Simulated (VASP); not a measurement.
Here is a VASP 6.6.1 calculation.

INCAR

```
SYSTEM = Al3Si2F
  PREC = Accurate
  ENCUT = 520
  EDIFF = 1E-7
  ISMEAR = 0
  SIGMA = 0.1
  LREAL = .FALSE.
  LASPH = .TRUE.
  NELM = 120
  ALGO = Normal
  ISIF = 3
  LWAVE = .FALSE.
  LCHARG = .FALSE.
  GGA = PE
  IBRION = 2
  NSW = 60
  EDIFFG = -0.005
  POTIM = 0.3
  KPAR = 4
```

KPOINTS

```
Automatic mesh
0
G
  10 10 10
  0 0 0
```

Contents of POSCAR:

```
Al3Si2F                                 
1.0
   -2.1197997993      2.1197997993      6.0309082913
    2.1197997993     -2.1197997993      6.0309082913
    2.1197997993      2.1197997993     -6.0309082913
  Al              Si              F             
     3     2     1
Direct
     0.7500000000000000    0.2500000000000000    0.5000000000000000
     0.4758000575417249    0.9758000575417249    0.5000000000000000
     0.0241999424582751    0.5241999424582751    0.5000000000000000
     0.6363294211126337    0.6363294211126337    0.0000000000000000
     0.3636705788873663    0.3636705788873663    1.0000000000000000
     1.0000000000000000    0.0000000000000000    1.0000000000000000
```

Potentials or basis: VASP PAW PBE potentials, release 64 (Al, Si, F).

Run with:

```sh
$ cat potpaw_PBE.64/Al/POTCAR potpaw_PBE.64/Si/POTCAR potpaw_PBE.64/F/POTCAR > POTCAR
$ mpirun -np 4 vasp_std > vasp.out
```

(1) Predict the band gap on the k mesh.

Answers

(1) none (metal or under the smearing width).
